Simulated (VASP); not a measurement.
Input of a VASP 6.6.1 run:

The input INCAR:

```
SYSTEM = W
ALGO     = Normal         ! electronic algorithm
EDIFF    = 1E-7           ! SCF threshold, eV
EDIFFG   = -0.005         ! ionic threshold
ENCUT    = 580            ! plane-wave cutoff, eV
GGA      = PS             ! functional
IBRION   = 2              ! ionic algorithm
ISIF     = 3              ! what is computed and relaxed
ISMEAR   = 0              ! smearing method
LASPH    = .TRUE.         ! aspherical terms in the spheres
LCHARG   = .FALSE.        ! write CHGCAR
LREAL    = .FALSE.        ! projectors in reciprocal space
LWAVE    = .FALSE.        ! write WAVECAR
NELM     = 60             ! most SCF steps
NSW      = 90             ! ionic steps
PREC     = Accurate       ! precision mode
SIGMA    = 0.1            ! smearing width, eV
```

File KPOINTS:

```
k-points
0
G
  18 18 18
  0 0 0
```

Contents of POSCAR:

```
W
1.0
   -1.6007500000      1.6007500000      1.6007500000
    1.6007500000     -1.6007500000      1.6007500000
    1.6007500000      1.6007500000     -1.6007500000
W
1
Direct
    0.0000000000      0.0000000000      0.0000000000
```

Potentials or basis: VASP PAW PBE potentials, release 64 (W).

The run is started by

```console
$ cat potpaw_PBE.64/W/POTCAR > POTCAR
$ mpirun -np 1 vasp_std > vasp.out
```

**Question.** Estimate the relaxed volume.

**Answer.** 15.54 Å³/atom.

**Question.** Estimate the space group after relaxing (to 0.05 Å).

**Answer.** Im-3m (No. 229).

**Question.** What does it give for the relaxed cell?

**Answer.** a = 2.723 Å, b = 2.723 Å, c = 2.723 Å, α = 109.47°, β = 109.47°, γ = 109.47°.

**Question.** What does it give for the band gap on the k mesh?

**Answer.** None (metal or under the smearing width).

Final structure:
```
CELL_PARAMETERS angstrom
-1.57209 1.57209 1.57209
1.57209 -1.57209 1.57209
1.57209 1.57209 -1.57209
ATOMIC_POSITIONS crystal
W 0.00000 0.00000 0.00000
```

Caveat: the PAW data sets were made with another functional, which shifts forces and pressure a little. Spin-orbit coupling is left out, which matters for the levels of W.
